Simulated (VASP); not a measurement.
Hf: energy against strain

Hf (hcp, P6_3/mmc, 22.443 Å³/atom and stress up to 0.08 GPa in the relaxed cell, c along z) under a strain ε along c (axis z), the other axes held. PBE in VASP (plane waves, PAW), 480 eV, 18×18×10 Γ-centred mesh, Methfessel-Paxton smearing 0.10 eV; ions are relaxed, or left where forces stay under 0.02 eV/Å, within the symmetry of each cell.

Here s stands for strain and y for E less E0.

```csv
strain (%),E less E0 (meV/atom)
-3.00,?
-1.50,3.29
-1.00,1.41
-0.50,0.33
0.00,0.00
0.50,0.39
1.00,1.44
1.50,3.11
```

**Question.** Using a parabola, estimate the missing y at s = -3.00 from the other rows, showing the fit.

**Answer.** Least squares gives y = 0.003 - 0.0300·s + 1.4210·s². Residuals (row less fit): 0.045, -0.044, -0.043, -0.003, 0.047, 0.046, -0.045; standard error 0.055 (degrees of freedom: 4). Twice the quadratic coefficient over the volume, 2 × 1.4210 meV × 10⁴ × 0.1602 / 22.443 Å³, is the elastic constant C33 = about 200 GPa. At the withheld row, y = 0.003 - 0.0300 × (-3.0) + 1.4210 × (-3.0)² = 12.882 meV/atom. The calculation gives 13.68 meV/atom, 0.798 meV/atom above the prediction (5.8 % of the range of y in the table). The row lies outside the fitted rows, so this is an extrapolation. From the scatter of the fitted rows alone, a prediction at this place has a standard error of 0.211 meV/atom, so the miss is 3.8 times that.

A polynomial of degree 3 through the 12 other runs of the series gives 13.79 there, so most of the miss is curvature that the fit leaves out. In a metal these values are sensitive to mesh and smearing; energies are taken to zero smearing, stresses follow the free energy. Rows are the converged runs of the series near zero and its far end; series whose fitted rows scatter by over a few per cent of the range, as at a crossing or softening among them, aren't shown in this form, nor equations of state whose B0' disagrees with the runs' pressures. Most that stay on the fit to the last digits aren't either.
